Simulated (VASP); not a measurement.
Method: PW91 GGA, VASP's PBE PAW potentials (set 64) (plane waves; VASP).

A VASP calculation is set up with these files.

**KPOINTS**
```
Automatic mesh
0
Gamma
9 9 9
0 0 0
```

### INCAR
```
ALGO  =  Normal
EDIFF  =  1E-6
EDIFFG  =  -0.01
ENCUT  =  520
GGA  =  91
IBRION  =  2
ISIF  =  3
ISMEAR  =  0
LASPH  =  T
LCHARG  =  F
LREAL  =  F
LWAVE  =  F
NELM  =  100
NSW  =  60
PREC  =  Accurate
SIGMA  =  0.05
SYSTEM  =  CaO
```

**POSCAR**
```
CaO
1
    0.0000000000     2.4050000000     2.4050000000
    2.4050000000     0.0000000000     2.4050000000
    2.4050000000     2.4050000000     0.0000000000
Ca O
1 1
Direct
  0.0000000000   0.0000000000   0.0000000000
  0.5000000000   0.5000000000   0.5000000000
```

POTCAR, in this order: Ca_sv O (PBE.64 set). Program: vasp_std.

**Question.** Predict the energy per atom (σ→0), volume per atom.

**Answer.** 
The energy per atom (σ→0) comes out as -6.479 eV/atom and the volume per atom is 14.10 Å³/atom.

File OSZICAR:
```
...
DAV:   2    -0.129591801013E+02    0.22975E-02   -0.89113E-03   924   0.914E-01    0.138E-01
DAV:   3    -0.129587526966E+02    0.42740E-03   -0.10417E-03  1420   0.415E-01    0.548E-02
DAV:   4    -0.129587039874E+02    0.48709E-04   -0.41665E-04  1340   0.189E-01    0.171E-02
DAV:   5    -0.129587070625E+02   -0.30752E-05   -0.37836E-06  1036   0.226E-02    0.156E-02
DAV:   6    -0.129587307586E+02   -0.23696E-04   -0.22506E-05  1340   0.277E-02    0.632E-03
DAV:   7    -0.129587335173E+02   -0.27587E-05   -0.14987E-06   884   0.127E-02    0.745E-04
DAV:   8    -0.129587332771E+02    0.24019E-06   -0.18694E-07   424   0.484E-03
   3 F= -.12958733E+02 E0= -.12958733E+02  d E =-.165860E-02
```

The compound is CaO in the rock salt structure. This run relaxes it. Symmetry was kept, so distortions that lower it aren't found.
